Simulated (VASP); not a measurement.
In2Te2O: single point with PBE

In2Te2O:

```xyz
10
Lattice="3.9487 0.0000 0.0000 0.0000 3.9487 0.0000 0.0000 0.0000 17.0128" Properties=species:S:1:pos:R:3 pbc="T T T"
In    0.0000    1.9744   11.3113
In    1.9744    0.0000   15.9623
In    0.0000    1.9744    1.0505
In    1.9744    0.0000    5.7015
Te    0.0000    1.9744   14.1522
Te    1.9744    0.0000   10.2437
Te    1.9744    0.0000    2.8606
Te    0.0000    1.9744    6.7691
O     0.0000    0.0000    0.0000
O     1.9744    1.9744    0.0000
```

The cell was built by a generator and needn't be a form met in nature.

```yaml
Program: VASP 6.6.1
Task: single point
Functional: PBE
Potentials_or_basis: VASP PAW PBE potentials, release 64 (In_d, Te, O)
Cutoff: 520 eV
k_mesh: 6 × 6 × 2
Occupations: gaussian, width 0.15 eV
Spin: no spin polarisation
```

```
Pressure               : 0.1 GPa
Largest force          : 0.158 eV/Å
Band gap on the k mesh : none (metal or under the smearing width)
```

Forces on the atoms (eV/Å):
```
In   0.000  0.000 -0.158
In   0.000  0.000  0.085
In   0.000  0.000 -0.085
In   0.000  0.000  0.158
Te   0.000  0.000  0.084
Te   0.000  0.000  0.055
Te   0.000  0.000 -0.084
Te   0.000  0.000 -0.055
O    0.000  0.000  0.000
O    0.000  0.000  0.000
```

Stress tensor (GPa, compression positive):
```
-0.10  0.00  0.00
 0.00 -0.10  0.00
 0.00  0.00  0.49
```

Levels at points of the mesh, in eV from the Fermi level:
```
           k point  band 40  band 41  band 42  band 43  band 44  band 45  band 46  band 47  band 48  band 49
(0.00, 0.00, 0.00)    -1.00    -0.56    -0.30    -0.30    -0.09    -0.09     0.63     0.67     1.08     3.20
(0.50, 0.00, 0.00)    -1.65     0.07     0.07     0.24     0.24     1.44     1.44     1.95     1.95     3.58
(0.50, 0.50, 0.00)    -1.87    -1.59    -1.59    -1.33    -1.33    -0.68    -0.68    -0.45    -0.45     2.68
(0.00, 0.00, 0.50)    -1.14    -0.32    -0.32    -0.07    -0.07    -0.02     0.45     0.64     1.06     3.10
(0.50, 0.00, 0.50)    -1.83     0.07     0.07     0.24     0.24     1.59     1.59     1.80     1.80     3.61
(0.50, 0.50, 0.50)    -1.89    -1.59    -1.59    -1.26    -1.26    -0.88    -0.88    -0.31    -0.31     2.89
```

Run time: 2.3 min on 1 thread of Intel(R) Xeon(R) Platinum 8259CL CPU @ 2.50GHz (Skylake/Cascade Lake) (shared host), peak memory 0.33 GiB.

Caveat: this functional lacks dispersion, which binds the layers, so the pressure and a relaxed spacing across them are unreliable. The run has no spin-orbit coupling, so splittings on Te are missing.
